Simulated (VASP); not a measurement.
An input for Quantum ESPRESSO's pw.x (written as the equivalent of a VASP run, and not itself run):

```
&CONTROL
  calculation = 'vc-relax'
  pseudo_dir = './pseudo'
  outdir = './out'
  tprnfor = .true.
  tstress = .true.
  nstep = 60
  forc_conv_thr = 0.00039
/
&SYSTEM
  ibrav = 0
  nat = 1
  ntyp = 1
  ecutwfc = 58
  occupations = 'smearing'
  smearing = 'methfessel-paxton'
  degauss = 0.00735
  input_dft = 'pbesol'
/
&ELECTRONS
  conv_thr = 7.3e-08
  electron_maxstep = 100
/
&IONS
/
&CELL
/
ATOMIC_SPECIES
  Ta 180.948 Ta.upf
CELL_PARAMETERS angstrom
    -1.6500000    1.6500000    1.6500000
     1.6500000   -1.6500000    1.6500000
     1.6500000    1.6500000   -1.6500000
ATOMIC_POSITIONS crystal
  Ta   0.0000000  0.0000000  0.0000000
K_POINTS automatic
  14 14 14 0 0 0
```

Translate this input to VASP (INCAR, KPOINTS, POSCAR, choice of POTCAR).

This is not unique; one that fits is 
INCAR:
```
# general
SYSTEM  = Ta
PREC    = Accurate
ENCUT   = 400
LREAL   = F
LASPH   = T

# electronic loop
EDIFF   = 1E-6
NELM    = 100
ALGO    = Normal
LMAXMIX = 6

# smearing
ISMEAR  = 1
SIGMA   = 0.1

# functional
GGA     = PS

# ions
IBRION  = 2
NSW     = 60
ISIF    = 3
EDIFFG  = -0.01

# output
LWAVE   = F
LCHARG  = F
```

POSCAR:
```
Ta
1.0
 -1.6500000000   1.6500000000   1.6500000000
  1.6500000000  -1.6500000000   1.6500000000
  1.6500000000   1.6500000000  -1.6500000000
Ta
1
Cart
  0.0000000000   0.0000000000   0.0000000000
```

### KPOINTS
```
Automatic mesh
0
Gamma
14 14 14
0 0 0
```

POTCAR, in this order: Ta_pv (PBE.64 set). Program: vasp_std.

What does not carry over: the potentials are each code's own (VASP's PAW set, PseudoDojo norm-conserving files in pw.x), so ENCUT and ecutwfc are chosen apart and not converted; conv_thr bounds pw.x's estimated SCF error, while EDIFF bounds the energy change between steps; forc_conv_thr acts on force components and is met together with etot_conv_thr.

The compound is Ta in the bcc structure. This run relaxes it. Symmetry was kept, so distortions that lower it aren't found.
